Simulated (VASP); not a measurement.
Here is the system:

```yaml
crystal:
  lattice:
    - [3.74498, 0.00000, 0.00000]
    - [-1.87249, 3.24325, 0.00000]
    - [0.00000, 0.00000, 4.75268]
  atoms:
    - { symbol: Pt, position: [0.00000, 0.00000, 0.00000] }
    - { symbol: Se, position: [0.66667, 0.33333, 0.73437] }
    - { symbol: Se, position: [0.33333, 0.66667, 0.26563] }
```

All values below come from LDA (Ceperley-Alder, Perdew-Zunger), VASP's LDA PAW potentials (set 64) (plane waves; VASP). Numerical set-up: 400 eV cut-off, 11×11×7 Γ-centred mesh, tetrahedra with Blöchl corrections, potentials Pt Se.

Unless said otherwise, spin-orbit coupling is left out, though it shifts the bands of the heavy elements here.

**Question.** What does the run give for the energy per atom (σ→0), band gap (on the k-mesh) with the smallest direct gap where there is one?

**Answer.** 
| Property | Value |
|---|---|
| band gap (on the k-mesh) | none (metal, semimetal or under 0.01 eV) |
| energy per atom (σ→0) | -5.697 eV/atom |

Only differences to runs with the same potentials and settings are physical.

The structure comes from a computed database's PtSe2 entry (P-3m1); how it stands against other phases isn't given here. It was relaxed first, which changed the volume by -17 %.
